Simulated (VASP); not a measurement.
Energy against volume of Pt (fcc). Computed with PBE GGA with D4 dispersion, VASP's PBE PAW potentials (set 64) (plane waves; VASP 6.6.1). Numerical set-up: 520 eV cut-off, 16×16×16 Γ-centred mesh, first-order Methfessel-Paxton smearing of 0.10 eV, potentials Pt.

| V (Å³/atom) | E (eV/atom) |
|---|---|
| 14.262 | -6.79827 |
| 14.718 | -6.84017 |
| 15.173 | -6.85332 |
| 15.628 | -6.84278 |

Q: Fit these four points and predict the energy of the run at 16.083 Å³/atom.

A: A cubic in V^(−2/3), the third-order Birch-Murnaghan form, passes through the four points with V0 = 15.18 Å³/atom and B0 = 276 GPa, and gives -6.8126 eV/atom there. The run gave -6.8126 eV/atom, -0.0 meV/atom from the fit; all five points give B0 = 276 GPa.

The compound is Pt in the fcc structure. It was relaxed first.
